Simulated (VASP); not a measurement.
Output of a VASP run:

### OUTCAR
```
 ion  position               nearest neighbor table
   1  0.333  0.667  0.250-   2 3.16   2 3.16   2 3.16   2 3.16   2 3.16   2 3.16
   2  0.667  0.333  0.750-   1 3.16   1 3.16   1 3.16   1 3.16   1 3.16   1 3.16
  LATTYP: Found a hexagonal cell.
 ALAT       =     3.2027224517
 C/A-ratio  =     1.5973105418
 Subroutine PRICEL returns:
 Original cell was already a primitive cell.
 Subroutine GETGRP returns: Found 24 space group operations
The static configuration has the point symmetry D_3d.
 The point group associated with its full space group is D_6h.
The dynamic configuration has the point symmetry D_3d.
 Subroutine INISYM returns: Found 24 space group operations
 Subroutine IBZKPT returns following result:
 Found     84 irreducible k-points:

 Following reciprocal coordinates:
            Coordinates               Weight
  0.000000  0.000000  0.000000      1.000000
  0.076923  0.000000  0.000000      6.000000
  0.153846  0.000000  0.000000      6.000000
  0.230769  0.000000  0.000000      6.000000
  0.307692  0.000000  0.000000      6.000000
  0.384615  0.000000  0.000000      6.000000
  0.461538  0.000000  0.000000      6.000000
  0.076923  0.076923  0.000000      6.000000
  0.153846  0.076923  0.000000     12.000000
  0.230769  0.076923  0.000000     12.000000
  0.307692  0.076923  0.000000     12.000000
  0.384615  0.076923  0.000000     12.000000
  0.461538  0.076923  0.000000      6.000000
  0.153846  0.153846  0.000000      6.000000
  0.230769  0.153846  0.000000     12.000000
  0.307692  0.153846  0.000000     12.000000
  0.384615  0.153846  0.000000     12.000000
  0.230769  0.230769  0.000000      6.000000
  0.307692  0.230769  0.000000     12.000000
  0.384615  0.230769  0.000000      6.000000
  0.307692  0.307692  0.000000      6.000000
  0.000000  0.000000  0.142857      2.000000
  0.076923  0.000000  0.142857     12.000000
  0.153846  0.000000  0.142857     12.000000
  0.230769  0.000000  0.142857     12.000000
  0.307692  0.000000  0.142857     12.000000
  0.384615  0.000000  0.142857     12.000000
  0.461538  0.000000  0.142857     12.000000
  0.076923  0.076923  0.142857     12.000000
  0.153846  0.076923  0.142857     24.000000
  0.230769  0.076923  0.142857     24.000000
  0.307692  0.076923  0.142857     24.000000
  0.384615  0.076923  0.142857     24.000000
  0.461538  0.076923  0.142857     12.000000
  0.153846  0.153846  0.142857     12.000000
  0.230769  0.153846  0.142857     24.000000
  0.307692  0.153846  0.142857     24.000000
  0.384615  0.153846  0.142857     24.000000
  0.230769  0.230769  0.142857     12.000000
  0.307692  0.230769  0.142857     24.000000
   k-points           NKPTS =     84   k-points in BZ     NKDIM =     84   number of bands    NBANDS=      6
   number of dos      NEDOS =    301   number of ions     NIONS =      2
   total plane-waves  NPLWV =  23040
   dimension x,y,z NGX =    24 NGY =   24 NGZ =   40
   dimension x,y,z NGXF=    48 NGYF=   48 NGZF=   80
   ions per type =               2
   PREC   = accura    normal or accurate (medium, high low for compatibility)
   ISTART =      0    job   : 0-new  1-cont  2-samecut
   ICHARG =      2    charge: 1-file 2-atom 10-const
   ISPIN  =      1    spin polarized calculation?
   LNONCOLLINEAR =      F non collinear calculations
   LSORBIT =      F    spin-orbit coupling
   INIWAV =      1    electr: 0-lowe 1-rand  2-diag
   ENCUT  =  520.0 eV  38.22 Ry    6.18 a.u.   5.95  5.95  9.51*2*pi/ulx,y,z
   NELM   =    100;   NELMIN=  2; NELMDL= -5     # of ELM steps
   EDIFF  = 0.1E-06   stopping-criterion for ELM
   LREAL  =      F    real-space projection
   NLSPLINE    = F    spline interpolate recip. space projectors
   LMAXMIX     =    2 max onsite mixed and CHGCAR
   VOSKOWN=      0    Vosko Wilk Nusair interpolation
   EDIFFG = -.1E-01   stopping-criterion for IOM
   NSW    =     30    number of steps for IOM
...
```

File OSZICAR:
```
       N       E                     dE             d eps       ncg     rms          rms(c)
DAV:   1     0.525196501473E+00    0.52520E+00   -0.20355E+03  1008   0.892E+02
DAV:   2    -0.547941828403E+01   -0.60046E+01   -0.57984E+01  1554   0.735E+01
DAV:   3    -0.564120642651E+01   -0.16179E+00   -0.15872E+00  1764   0.145E+01
DAV:   4    -0.564294191539E+01   -0.17355E-02   -0.17344E-02  1764   0.151E+00
DAV:   5    -0.564295704556E+01   -0.15130E-04   -0.15131E-04  1818   0.147E-01    0.808E-01
DAV:   6    -0.105259861971E+02   -0.48830E+01   -0.58485E+00  1044   0.259E+01    0.799E-01
DAV:   7    -0.104860150964E+02    0.39971E-01   -0.38278E-02  1764   0.332E+00    0.820E-01
DAV:   8    -0.105485512922E+02   -0.62536E-01   -0.70048E-01  1512   0.194E+01    0.213E-01
DAV:   9    -0.106415414635E+02   -0.92990E-01   -0.10742E+00  1020   0.180E+01    0.290E-01
DAV:  10    -0.106399447679E+02    0.15967E-02   -0.28193E-03  1560   0.515E-01    0.171E-01
DAV:  11    -0.106403460584E+02   -0.40129E-03   -0.62959E-04  1092   0.333E-01    0.931E-02
DAV:  12    -0.106390949253E+02    0.12511E-02   -0.10886E-03  1098   0.451E-01    0.215E-02
DAV:  13    -0.106407055872E+02   -0.16107E-02   -0.36297E-04  1110   0.272E-01    0.154E-02
DAV:  14    -0.106406162784E+02    0.89309E-04   -0.23692E-05  1266   0.731E-02    0.860E-03
DAV:  15    -0.106406925398E+02   -0.76261E-04   -0.27194E-05  1074   0.849E-02    0.356E-03
DAV:  16    -0.106406984767E+02   -0.59368E-05   -0.17114E-06  1206   0.225E-02    0.241E-03
DAV:  17    -0.106406982990E+02    0.17762E-06   -0.23116E-07  1146   0.723E-03    0.654E-04
DAV:  18    -0.106406982558E+02    0.43206E-07   -0.95864E-08  1116   0.508E-03
   1 F= -.10640698E+02 E0= -.10640091E+02  d E =-.106407E+02
       N       E                     dE             d eps       ncg     rms          rms(c)
DAV:   1    -0.106415434413E+02   -0.84514E-03   -0.23848E-03  1374   0.273E-01    0.151E-02
DAV:   2    -0.106415363376E+02    0.71037E-05   -0.15542E-05  1152   0.290E-02    0.903E-03
DAV:   3    -0.106415328886E+02    0.34490E-05   -0.46210E-06  1170   0.137E-02    0.432E-04
DAV:   4    -0.106415328635E+02    0.25147E-07   -0.15801E-07  1080   0.262E-03
   2 F= -.10641533E+02 E0= -.10641077E+02  d E =-.834608E-03
       N       E                     dE             d eps       ncg     rms          rms(c)
DAV:   1    -0.106419770949E+02   -0.44421E-03   -0.40395E-03  1374   0.353E-01    0.207E-02
DAV:   2    -0.106419642202E+02    0.12875E-04   -0.26717E-05  1098   0.382E-02    0.124E-02
DAV:   3    -0.106419577403E+02    0.64799E-05   -0.92270E-06  1176   0.188E-02    0.453E-04
DAV:   4    -0.106419576696E+02    0.70657E-07   -0.16590E-07  1242   0.396E-03
   3 F= -.10641958E+02 E0= -.10641765E+02  d E =-.125941E-02
```

### OUTCAR
```
------------------------ aborting loop because EDIFF is reached ----------------------------------------
  FORCE on cell =-STRESS in cart. coord.  units (eV):
  Direction    XX          YY          ZZ          XY          YZ          ZX
  --------------------------------------------------------------------------------------
  Total        0.0062927      0.0062927      0.0153831      0.0000000      0.0000000      0.0000000
  in kB        0.2218556      0.2218556      0.5423472      0.0000000      0.0000000      0.0000000
  external PRESSURE =       0.3286861 kB  Pullay stress =       0.0000000 kB
  volume of cell :       45.44
      direct lattice vectors                 reciprocal lattice vectors
     1.593903978 -2.760723117  0.000000000     0.313695183 -0.181111969 -0.000000000
     1.593903978  2.760723117  0.000000000     0.313695183  0.181111969 -0.000000000
     0.000000000 -0.000000000  5.163722145     0.000000000  0.000000000  0.193658755
 POSITION                                       TOTAL-FORCE (eV/Angst)
 -----------------------------------------------------------------------------------
      1.59390      0.92024      1.29093        -0.000000      0.000000      0.000000
      1.59390     -0.92024      3.87279         0.000000     -0.000000      0.000000
 -----------------------------------------------------------------------------------
    total drift:                               -0.000000     -0.000006      0.000001
  FREE ENERGIE OF THE ION-ELECTRON SYSTEM (eV)
  ---------------------------------------------------
  free  energy   TOTEN  =       -10.6419576696 eV

  energy  without entropy=      -10.6413795222  energy(sigma->0) =      -10.64176495

 reached required accuracy - stopping structural energy minimisation
```
(Selected blocks of OUTCAR.)

### POSCAR
```
Mg
1
    1.6013610307    -2.7736391171     0.0000000000
    1.6013610307     2.7736391171     0.0000000000
    0.0000000000     0.0000000000     5.1157423346
Mg
2
Direct
  0.3333330000   0.6666670000   0.2500000000
  0.6666670000   0.3333330000   0.7500000000
```

**Question.** Write an INCAR and KPOINTS that could have produced this output.

**Answer.** This is not unique; one that fits is the input of the run itself, TPSS meta-GGA, plane waves, VASP's PBE PAW potentials (set 64).

INCAR:
```
# general
SYSTEM  = Mg
PREC    = Accurate
ENCUT   = 520   # plane-wave cut-off (eV)
LREAL   = F   # projection in real space or not
LASPH   = T

# electronic loop
EDIFF   = 1E-7   # SCF stop (eV)
NELM    = 100   # most electronic steps
ALGO    = Normal   # blocked Davidson
LMIXTAU = T

# smearing
ISMEAR  = 1   # Methfessel-Paxton
SIGMA   = 0.1

# functional
METAGGA = TPSS

# ions
IBRION  = 2
NSW     = 30
ISIF    = 4   # ions and shape, fixed volume
EDIFFG  = -0.01

# output
LWAVE   = F
LCHARG  = F
```

**KPOINTS**
```
Automatic mesh
0
gamma
  13 13 7
0 0 0
```

POTCAR, in this order: Mg (PBE.64 set). Program: vasp_std.

The compound is Mg in the hcp structure. This run relaxes it. Symmetry was kept, so distortions that lower it aren't found.
